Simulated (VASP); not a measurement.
# Nb: structure and properties in VASP

What structure does Nb take at this level, and what are its properties? The steps: relaxing cell and atoms (PBEsol), second relaxation, single point with fields (PBEsol), bands along the symmetry lines (PBEsol), total and projected DOS (PBEsol), core levels (PBEsol), volume scan with PBEsol, fit for PBEsol and ionic relaxation at fixed cell (PBEsol), changed input. Left out of this account: 1 further run (phonons: it ended without a result to show). The start is a cell from a database of measured crystal structures.

Program: VASP 6.6.1. Level of theory: PBEsol; plane waves and PAW (Nb_sv). Results are calculated unless marked as measured.

Most raw output is cut from this account.

## (1) The starting structure

Before any relaxation, the start is as follows. The structure is cubic, space group Im-3m (No. 229). The conventional cell has a = 3.301 Å, b = 3.301 Å, c = 3.301 Å, α = 90.00°, β = 90.00°, γ = 90.00°. Nearest to Nb lie 8 Nb at 2.86 Å.

Coordinates:

```cif
data_structure
_symmetry_space_group_name_H-M 'P 1'
_symmetry_Int_Tables_number 1
_cell_length_a 2.8589
_cell_length_b 2.8589
_cell_length_c 2.8589
_cell_angle_alpha 109.471
_cell_angle_beta 109.471
_cell_angle_gamma 109.471
_cell_volume 17.99
loop_
_atom_site_label
_atom_site_type_symbol
_atom_site_fract_x
_atom_site_fract_y
_atom_site_fract_z
_atom_site_occupancy
Nb1 Nb 0.00000 0.00000 0.00000 1
```

## (2) Relaxing cell and atoms (PBEsol)

The start need not lie at this functional's minimum. ISIF = 3 frees volume, shape and positions, and EDIFFG sets the threshold on forces and stress at which the search stops. PBEsol restores the gradient expansion of exchange and is tuned for the cells of solids.

File INCAR:

```
SYSTEM = Nb
PREC = Accurate
ENCUT = 400
EDIFF = 1E-06
NELM = 100
ISMEAR = 1
SIGMA = 0.2
LREAL = .FALSE.
ALGO = Normal
GGA = PS
NBANDS = 12
LASPH = .TRUE.
LORBIT = 11
LWAVE = .FALSE.
LCHARG = .FALSE.
KPAR = 2
IBRION = 2
NSW = 60
ISIF = 3
EDIFFG = -0.01
```

File POSCAR:

```
Nb
1.0
   -1.6506050000      1.6506050000      1.6506050000
    1.6506050000     -1.6506050000      1.6506050000
    1.6506050000      1.6506050000     -1.6506050000
Nb
1
Direct
    0.0000000000      0.0000000000      0.0000000000
```

File KPOINTS:

```
Automatic mesh
0
Gamma
9 9 9
0 0 0
```

Potentials, in the order of the species: Nb_sv (PBE family, release 64).

Launch:

```bash
mpirun -np 2 vasp_std
```

Run time: 21 s. Hardware: 2 MPI ranks of AMD EPYC 7R43, shared host; peak memory 0.18 GiB; 39 s of CPU time.

This run has no spin polarisation. Its electron count is odd, so without a moment it is a metal by construction. The k-mesh is coarse for a metal. The PAW data sets were made with PBE, which is usual practice but a small mismatch for other functionals. The run keeps the 48 symmetry operations of its start, so it cannot find a distortion of lower symmetry.

The steps of the relaxation:

```tsv
step	energy less that of the first step (eV)	largest force (eV/Å)	pressure (GPa)	volume (Å³)
1	0.0000	0.0000	-5.91	17.99
2	0.0322	0.0000	13.69	16.31
3	-0.0113	0.0000	-0.13	17.40
4	-0.0113	0.0000	0.00	17.39
```

```tsv
conventional cell, symmetrised	before	after	change
a (Å)	3.301	3.264	-1.1 %
b (Å)	3.301	3.264	-1.1 %
c (Å)	3.301	3.264	-1.1 %
volume (Å³/atom)	17.99	17.39	-3.3 %
```

Final coordinates:

```xyz
1
Lattice="-1.6321 1.6321 1.6321 1.6321 -1.6321 1.6321 1.6321 1.6321 -1.6321" Properties=species:S:1:pos:R:3 pbc="T T T"
Nb    0.0000    0.0000    0.0000
```

Numbers from this step:

| Property | Result |
| --- | --- |
| electrons | 13 |
| bands | 12 |
| irreducible k-points | 35 |
| symmetry operations | 48 |
| free energy (TOTEN) | -10.96 eV |
| energy at zero smearing | -10.96 eV |
| Fermi energy | 11.55 eV |
| pressure | -0.004813 GPa |
| metallic | yes |
| SCF cycles over all ionic steps | 36 |

It ends with forces that vanish by symmetry and a pressure of 0.00 GPa. The volume lies -3.3 % from that of the database's start, which holds the thermal and zero-point expansion of its experiment.

## (3) Second relaxation

A relaxation keeps the plane waves of the cell it began with, so it is repeated from the new cell, on a basis made for it. The mesh changes with the cell too.

INCAR is that of step 2.

File POSCAR:

```
Nb
1.0
   -1.6321304803      1.6321304803      1.6321304803
    1.6321304803     -1.6321304803      1.6321304803
    1.6321304803      1.6321304803     -1.6321304803
Nb
1
Direct
    0.0000000000      0.0000000000      0.0000000000
```

File KPOINTS:

```
Automatic mesh
0
Gamma
10 10 10
0 0 0
```

Launch:

```bash
mpirun -np 2 vasp_std
```

Run time: 9.2 s. Hardware: 2 MPI ranks; peak memory 0.16 GiB.

Little changed from the start: no atom moved by 0.005 Å and no cell edge by 0.1 %.

This step gave:

```yaml
irreducible_k_points: 47
free_energy_toten: -10.92 eV
energy_at_zero_smearing: -10.92 eV
fermi_energy: 11.57 eV
pressure: 0.07820 GPa
scf_cycles_over_all_ionic_steps: 12
```

It ends with forces that vanish by symmetry and a pressure of 0.08 GPa. The volume moved by under 0.01 %: the run met its threshold at the first step.

## (4) Single point with fields (PBEsol)

The relaxed cell gets a fresh self-consistent run, on a basis set for its own volume, to fix the density and to check the remaining stress.

INCAR: that of step 3 with these lines changed.

```diff
@@ -14,7 +14,5 @@
 LWAVE = .FALSE.
-LCHARG = .FALSE.
-KPAR = 2
-IBRION = 2
-NSW = 60
-ISIF = 3
-EDIFFG = -0.01
+LCHARG = .TRUE.
+ISIF = 2
+LELF = .TRUE.
+LVHAR = .TRUE.
```

POSCAR is that of step 3.

KPOINTS is that of step 3.

Launch:

```bash
mpirun -np 2 vasp_std
```

It took 8.4 s on 2 MPI ranks; peak memory 0.14 GiB; 15 s of CPU time.

This step gave:

```
SCF cycles : 12
```

Valence electrons inside each PAW sphere by angular momentum. Sphere charges, by row:

```tsv
atom	s (e)	p (e)	d (e)	tot (e)
Nb1	2.223	5.998	2.57	10.79
```

Valence density in the ac plane of the conventional cell at fractional y = 0.000, with atoms of Nb within 0.2 Å of it. It is the smooth field of the valence electrons, not physical close to the nuclei.

Ten even steps from '_' (0.2 e/Å³) to '@' (7.4 e/Å³), each cell a mean:
```
@@##==::______________::++%%
**++--..______________..==++
--::..__________________..::
..__________________________
____________________________
____________________________
____________________________
____________________________
____________________________
____________________________
::::..__________________..::
++==::..______________..--==
%%##==::______________::++##
@@%%++::____________..--**@@
```
Columns run along a (3.3 Å), rows up along c (3.3 Å), edges of the conventional cell, whose origin can differ from the input's. Atoms in or near the plane, at fractional coordinates: Nb at (0.00, 0.00).

Electrostatic potential energy in the ac plane of the conventional cell at fractional y = 0.000, with atoms of Nb within 0.2 Å of it. With pseudopotentials it is smooth inside the atoms' cores, unlike the true potential.

Ten even steps from '_' (-72 eV) to '@' (2 eV), each cell a mean:
```
____..==##@@@@@@@@%%**--____
__..::++%%@@@@@@@@@@##==::__
::--++##@@@@@@@@@@@@%%**==--
****##@@@@@@@@@@@@@@@@%%##**
%%@@@@@@@@@@@@@@@@@@@@@@@@%%
@@@@@@@@@@@@@@@@@@@@@@@@@@@@
@@@@@@@@@@@@@@@@@@@@@@@@@@@@
@@@@@@@@@@@@@@@@@@@@@@@@@@@@
@@@@@@@@@@@@@@@@@@@@@@@@@@@@
####%%@@@@@@@@@@@@@@@@@@%%##
--==**%%@@@@@@@@@@@@@@##++==
....--**%%@@@@@@@@@@##++::..
____..==##@@@@@@@@@@**--..__
____..--##@@@@@@@@%%**::____
```
Columns run along a (3.3 Å; values clipped at the 3rd and 97th percentile), rows up along c (3.3 Å), edges of the conventional cell, whose origin can differ from the input's. Atoms in or near the plane, at fractional coordinates: Nb at (0.00, 0.00).

ELF in the ac plane of the conventional cell at fractional y = 0.000, with atoms of Nb within 0.2 Å of it. It is the smooth field of the valence electrons, not physical close to the nuclei.

Ten even steps from '0' (0.17) to '9' (0.72), each cell a mean:
```
99962023103799
99851134202699
77531245311367
33212345431123
00123444443100
11344433444321
23455433345543
12344433344432
00123444443210
21112345432112
66421245421356
99741134312589
99961023103799
99962012103799
```
Columns run along a (3.3 Å), rows up along c (3.3 Å), edges of the conventional cell, whose origin can differ from the input's. Atoms in or near the plane, at fractional coordinates: Nb at (0.00, 0.00).

In this run the pressure is 0.08 GPa, small enough to go on.

## (5) Bands along the symmetry lines (PBEsol)

Levels along the symmetry lines show where the bands peak and cross; KPOINTS_OPT computes them in the converged potential.

File INCAR:

```
SYSTEM = Nb
PREC = Accurate
ENCUT = 400
EDIFF = 1E-06
NELM = 100
ISMEAR = 1
SIGMA = 0.2
LREAL = .FALSE.
ALGO = Normal
GGA = PS
NBANDS = 17
LASPH = .TRUE.
LORBIT = 11
LWAVE = .FALSE.
LCHARG = .FALSE.
KPAR = 2
```

POSCAR is that of step 4.

KPOINTS is that of step 4.

File KPOINTS_OPT:

```
Line mode
16
Line-mode
Reciprocal
  0.00000000   0.00000000   0.00000000 GAMMA
  0.50000000  -0.50000000   0.50000000 H

  0.50000000  -0.50000000   0.50000000 H
  0.00000000   0.00000000   0.50000000 N

  0.00000000   0.00000000   0.50000000 N
  0.00000000   0.00000000   0.00000000 GAMMA

  0.00000000   0.00000000   0.00000000 GAMMA
  0.25000000   0.25000000   0.25000000 P

  0.25000000   0.25000000   0.25000000 P
  0.50000000  -0.50000000   0.50000000 H

  0.25000000   0.25000000   0.25000000 P
  0.00000000   0.00000000   0.50000000 N
```

Launch:

```bash
mpirun -np 2 vasp_std
```

The job ended after 18 s (2 MPI ranks; peak memory 0.17 GiB; 35 s of CPU time).

Spin-orbit coupling is off here; it would split degenerate levels.

Numbers from this step:

```yaml
bands: 17
pressure: 0.08572 GPa
```

Electronic bands along the path, in eV, zero at the Fermi level; # counts the bands kept:

```tsv
point	#1	#2	#3	#4	#5	#6
Γ	-6.04	0.34	0.34	0.34	3.37	3.37
0.53 of the way	-2.37	-1.56	1.17	1.17	2.87	5.06
H	-3.97	-3.97	5.87	5.87	5.87	9.33
0.47 of the way	-2.97	-2.16	1.15	1.94	6.23	8.52
N	-3.91	-1.79	2.43	3.42	4.14	6.70
0.53 of the way	-4.22	-0.75	-0.13	2.48	2.78	3.49
Γ	-6.04	0.34	0.34	0.34	3.37	3.37
0.53 of the way	-2.72	-1.32	-1.32	3.51	3.51	5.42
P	-1.13	-1.13	-1.13	4.28	4.28	9.74
0.47 of the way	-1.66	-1.49	-1.49	3.90	3.90	10.75
H	-3.97	-3.97	5.87	5.87	5.87	9.33
jump to P	-1.13	-1.13	-1.13	4.28	4.28	9.74
0.47 of the way	-2.54	-1.78	0.55	3.85	4.22	9.24
N	-3.91	-1.79	2.43	3.42	4.14	6.70
```

There is no gap at this level.

## (6) Total and projected DOS (PBEsol)

Here the states are counted by energy and projected on the atoms. The mesh is finer than in the run before.

INCAR: that of step 5 with these lines changed.

```diff
@@ -5,3 +5,3 @@
 NELM = 100
-ISMEAR = 1
+ISMEAR = -5
 SIGMA = 0.2
@@ -16 +16,2 @@
 KPAR = 2
+NEDOS = 2001
```

POSCAR is that of step 5.

File KPOINTS:

```
Automatic mesh
0
Gamma
14 14 14
0 0 0
```

Launch:

```bash
mpirun -np 2 vasp_std
```

It took 20 s on 2 MPI ranks; peak memory 0.18 GiB.

With tetrahedra the forces and stress of a metal are not exact derivatives of the energy.

Numbers from this step:

| Item | Value |
| --- | --- |
| irreducible k-points | 104 |
| free energy (TOTEN) | -10.95 eV |
| Fermi energy | 11.54 eV |
| pressure | 0.2736 GPa |
| DOS at the Fermi level | 1.708 states/eV/cell |

The density of states has structure finer than the step of the table below, so its rows give means over 1 eV, whole bins alone (the curve runs from -12.0 to 7.94 eV). Peaks (eV: height): total -1.5: 2.55, -0.2: 2.36, 3.4: 1.56, 4.2: 3.33; Nb d -2.7: 0.691, -1.5: 1.59, -0.2: 1.30, 4.2: 2.91; Nb p -2.5: 0.0496, -1.5: 0.0844, -0.2: 0.143; Nb s -3.5: 0.122, -0.2: 0.0377, 4.3: 0.0287.

States under -12.0 eV and over 7.9 eV are left out. Density of states against energy, zero at the Fermi level; means over each step; values in states/eV/cell:

```tsv
energy (eV)	total	Nb d	Nb p	Nb s
-7	0	0	0	0
-6	0.0120	0	1.4e-4	0.00387
-5	0.0778	0.00146	0.00237	0.0234
-4	0.344	0.0908	0.0101	0.0585
-3	1.27	0.542	0.0362	0.105
-2	0.990	0.554	0.0322	0.0237
-1	1.38	0.854	0.0462	0.00905
0	1.44	0.804	0.0882	0.0217
1	0.459	0.248	0.0353	0.00591
2	0.783	0.558	0.0208	0.00719
3	1.26	1.00	0.0159	0.00855
4	1.64	1.38	0.0164	0.0134
5	0.795	0.620	0.0255	0.0183
6	0.444	0.329	0.0215	0.0130
7	0.341	0.218	0.0296	0.0112
```

The finer mesh and the other smearing move the Fermi level by -0.04 eV from the 10×10×10 run, a small shift, which tests the Fermi level alone. Of the states within 0.3 eV of the Fermi level, the largest shares in the PAW spheres are Nb d 57 % and Nb p 6 %. The rest lies in smaller channels or between the spheres.

## (7) Core levels (PBEsol)

ICORELEVEL = 1 prints the core eigenvalues in the potential of the ground state.

File INCAR:

```
SYSTEM = Nb
PREC = Accurate
ENCUT = 400
EDIFF = 1E-06
NELM = 100
ISMEAR = 1
SIGMA = 0.2
LREAL = .FALSE.
ALGO = Normal
GGA = PS
NBANDS = 12
LASPH = .TRUE.
LORBIT = 11
LWAVE = .FALSE.
LCHARG = .FALSE.
KPAR = 2
ICORELEVEL = 1
```

POSCAR is that of step 6.

File KPOINTS:

```
Automatic mesh
0
Gamma
10 10 10
0 0 0
```

Launch:

```bash
mpirun -np 2 vasp_std
```

The job ended after 7.2 s (2 MPI ranks; peak memory 0.17 GiB; 13 s of CPU time).

These are scalar-relativistic Kohn-Sham levels of the ground state, with no core hole, so they are not binding energies.

Numbers from this step:

```
bands                : 12
irreducible k-points : 47
free energy (TOTEN)  : -10.92 eV
Fermi energy         : 11.57 eV
pressure             : 0.07820 GPa
```

Kohn-Sham core levels. Core levels, by row:

```tsv
atom	shell	level below the Fermi level (eV)
Nb1	1s	18801
Nb1	2s	2626
Nb1	2p	2344
Nb1	3s	434.6
Nb1	3p	342.5
Nb1	3d	192
```

## (8) Volume scan with PBEsol, volume scale 0.94

An equation of state needs energies on both sides of the minimum, all on one mesh and cutoff.

INCAR: that of step 7 with these lines changed.

```diff
@@ -16,2 +16,2 @@
 KPAR = 2
-ICORELEVEL = 1
+ISIF = 2
```

File POSCAR:

```
Nb
1.0
   -1.5988123461      1.5988123461      1.5988123461
    1.5988123461     -1.5988123461      1.5988123461
    1.5988123461      1.5988123461     -1.5988123461
Nb
1
Direct
    0.0000000000      0.0000000000      0.0000000000
```

KPOINTS is that of step 7.

Launch:

```bash
mpirun -np 2 vasp_std
```

Elapsed: 8.8 s, on 2 MPI ranks; peak memory 0.17 GiB.

The scan keeps the cell's shape and the fractional positions fixed.

Numbers from this step:

```
free energy (TOTEN)     : -10.88 eV
energy at zero smearing : -10.88 eV
Fermi energy            : 12.50 eV
pressure                : 11.93 GPa
```

The pressure here is 11.93 GPa.

## (9) Volume scan with PBEsol, volume scale 0.96

INCAR is that of step 8.

File POSCAR:

```
Nb
1.0
   -1.6100719590      1.6100719590      1.6100719590
    1.6100719590     -1.6100719590      1.6100719590
    1.6100719590      1.6100719590     -1.6100719590
Nb
1
Direct
    0.0000000000      0.0000000000      0.0000000000
```

KPOINTS is that of step 8.

Launch:

```bash
mpirun -np 2 vasp_std
```

It took 8.6 s on 2 MPI ranks; peak memory 0.16 GiB; 16 s of CPU time.

Numbers from this step:

| Quantity | Value |
| --- | --- |
| free energy (TOTEN) | -10.90 eV |
| energy at zero smearing | -10.90 eV |
| Fermi energy | 12.18 eV |
| pressure | 7.624 GPa |

The pressure falls from 11.93 to 7.62 GPa.

The run ends at a pressure of 7.62 GPa.

## (10) Volume scan with PBEsol, volume scale 0.98

INCAR is that of step 9.

File POSCAR:

```
Nb
1.0
   -1.6211762544      1.6211762544      1.6211762544
    1.6211762544     -1.6211762544      1.6211762544
    1.6211762544      1.6211762544     -1.6211762544
Nb
1
Direct
    0.0000000000      0.0000000000      0.0000000000
```

KPOINTS is that of step 9.

Launch:

```bash
mpirun -np 2 vasp_std
```

Elapsed: 7 s, on 2 MPI ranks; peak memory 0.17 GiB.

The pressure falls from 7.62 to 3.69 GPa.

The run ends at a pressure of 3.69 GPa.

## (11) Volume scan with PBEsol, volume scale 1

INCAR is that of step 10.

File POSCAR:

```
Nb
1.0
   -1.6321304803      1.6321304803      1.6321304803
    1.6321304803     -1.6321304803      1.6321304803
    1.6321304803      1.6321304803     -1.6321304803
Nb
1
Direct
    0.0000000000      0.0000000000      0.0000000000
```

KPOINTS is that of step 10.

Launch:

```bash
mpirun -np 2 vasp_std
```

The job ended after 6.8 s (2 MPI ranks; peak memory 0.15 GiB).

The pressure falls from 3.69 to 0.08 GPa.

The run ends at a pressure of 0.08 GPa.

## (12) Volume scan with PBEsol, volume scale 1.02

INCAR is that of step 11.

File POSCAR:

```
Nb
1.0
   -1.6429396064      1.6429396064      1.6429396064
    1.6429396064     -1.6429396064      1.6429396064
    1.6429396064      1.6429396064     -1.6429396064
Nb
1
Direct
    0.0000000000      0.0000000000      0.0000000000
```

KPOINTS is that of step 11.

Launch:

```bash
mpirun -np 2 vasp_std
```

The job ended after 8.2 s (2 MPI ranks; peak memory 0.17 GiB; 15 s of CPU time).

The pressure falls from 0.08 to -3.22 GPa, so it vanishes between these two volumes.

## (13) Volume scan with PBEsol, volume scale 1.04

INCAR is that of step 12.

File POSCAR:

```
Nb
1.0
   -1.6536083444      1.6536083444      1.6536083444
    1.6536083444     -1.6536083444      1.6536083444
    1.6536083444      1.6536083444     -1.6536083444
Nb
1
Direct
    0.0000000000      0.0000000000      0.0000000000
```

KPOINTS is that of step 12.

Launch:

```bash
mpirun -np 2 vasp_std
```

The job ended after 8.8 s (2 MPI ranks; peak memory 0.18 GiB; 16 s of CPU time).

The pressure falls from -3.22 to -6.26 GPa.

The run ends at a pressure of -6.26 GPa.

## (14) Volume scan with PBEsol, volume scale 1.06

A prediction first. A parabola through the 6 pressures of evenly scaled cells so far, P = 0.08 -173.0 t +298 t² GPa with t = ln(V/V₁) and V₁ the volume at scale 1, gives -9.00 GPa at t = +0.0583.

INCAR is that of step 13.

File POSCAR:

```
Nb
1.0
   -1.6641411656      1.6641411656      1.6641411656
    1.6641411656     -1.6641411656      1.6641411656
    1.6641411656      1.6641411656     -1.6641411656
Nb
1
Direct
    0.0000000000      0.0000000000      0.0000000000
```

KPOINTS is that of step 13.

Launch:

```bash
mpirun -np 2 vasp_std
```

It took 8.4 s on 2 MPI ranks; peak memory 0.18 GiB.

The pressure falls from -6.26 to -9.05 GPa. The parabola predicted -9.00 GPa, +0.05 GPa off.

## (15) Side by side

Times are for 2 MPI ranks of AMD EPYC 7R43, shared host. The series side by side:

```tsv
no.	volume scale	energy above the lowest point (meV/atom)	pressure (GPa)	time	memory (GiB)
1	0.94	43.61	11.93	8.8 s	0.17
2	0.96	20.32	7.624	8.6 s	0.16
3	0.98	6.06	3.690	7 s	0.17
4	1	0	0.07820	6.8 s	0.15
5	1.02	1.24	-3.225	8.2 s	0.17
6	1.04	9.7	-6.260	8.8 s	0.18
7	1.06	24.8	-9.051	8.4 s	0.18
```

## (16) Fit for PBEsol

This step: Birch-Murnaghan fit, PBEsol; plane waves and PAW (VASP 6.6.1).

No new run; the numbers come from the runs before.

This step gave:

```
pressure derivative of the bulk modulus : 2.735
r.m.s. error of the fit                 : 6.73e-5 eV/atom
minimum inside the sampled range        : yes
bulk modulus                            : 171.9 GPa
equilibrium volume of the fit           : 17.50 Å³/atom
```

Energy above the fitted minimum against volume:

```tsv
volume (Å³/atom)	energy above the fitted minimum (eV/atom)
16.348	0.0441
16.695	0.0208
17.043	0.00653
17.391	4.7e-4
17.739	0.00171
18.087	0.0102
18.434	0.0253
```

The fitted volume lies +0.61 % from the relaxed one. At a finite cutoff and mesh the minimum of the energy and the zero of the stress don't quite coincide, and the relaxation stops at a threshold.

## (17) Ionic relaxation at fixed cell (PBEsol), changed input

This step: PBEsol; plane waves and PAW (Nb_sv) (VASP 6.6.1).

This run is made with a changed input; what comes of it follows.

INCAR: that of step 14 with these lines changed.

```diff
@@ -4,5 +4,5 @@
 EDIFF = 1E-06
-NELM = 100
-ISMEAR = 1
-SIGMA = 0.2
+NELM = 73
+ISMEAR = -1
+SIGMA = 2
 LREAL = .FALSE.
@@ -16,2 +16,5 @@
 KPAR = 2
+IBRION = 2
+NSW = 30
 ISIF = 2
+EDIFFG = -0.01
```

File POSCAR:

```
Nb
1.0
   -1.6321304803      1.6321304803      1.6321304803
    1.6321304803     -1.6321304803      1.6321304803
    1.6321304803      1.6321304803     -1.6321304803
Nb
1
Direct
    0.0000000000      0.0000000000      0.0000000000
```

KPOINTS is that of step 14.

Launch:

```bash
mpirun -np 2 vasp_std
```

Run time: 7.8 s. Hardware: 2 MPI ranks; peak memory 0.17 GiB.

The run converged, but on settings that are not sound, so its numbers are not to be trusted.

Against the sound run on this cell (volume scan with PBEsol) the energy at zero smearing moves by -713.9 meV an atom and the pressure by +49.59 GPa.

The fault in the input: smearing far too wide (ISMEAR = -1 and SIGMA = 2.0). Lower SIGMA until the entropy term is about 1 meV an atom.

## (18) Outcome

| Property | Result |
| --- | --- |
| relaxed volume | 17.39 Å³/atom |
| relaxed conventional cell a, b, c | 3.264, 3.264, 3.264 Å |
| space group after relaxing, within 0.02 Å | Im-3m (No. 229) |
| band gap | none, a metal |
| DOS at the Fermi level | 1.71 states/eV/cell |
| shallowest level of the frozen cores | Nb1 3d, 192.0 eV deep |
| bulk modulus from the fit | 172 GPa |
| volume from the fit | 17.5 Å³/atom |

With PBEsol, Nb relaxes to 17.39 Å³/atom in space group Im-3m (held by the symmetry of the run), comes out as a metal and has a bulk modulus of 172 GPa. Against the listed cell the volume lies -3.3 %. Bands along the symmetry lines (PBEsol): Of the bands kept, 2 cross the Fermi level on this path. Spin-orbit coupling is left out; it would split some degenerate bands. The k-sampling is coarse for a metal, so the Fermi level, pressures and the shape of the cell carry errors. No search among competing phases was made. All values are for a static lattice at zero temperature.

[Lines on the potential files, build, host, timing and source positions are cut from VASP's logs without a mark.]

[Logs are printed without paths, hosts, clocks, repeated set-up lines and the standing remarks that a program may print on its own settings, such as how far it seeks lower states.]

[Hosts, paths, dates, database ids (printed as entryN), source tags and the programs' standing remarks are cut or masked in the printed files.]

[A measured line is paired with the nearest computed mode of its activity, which favours agreement.]
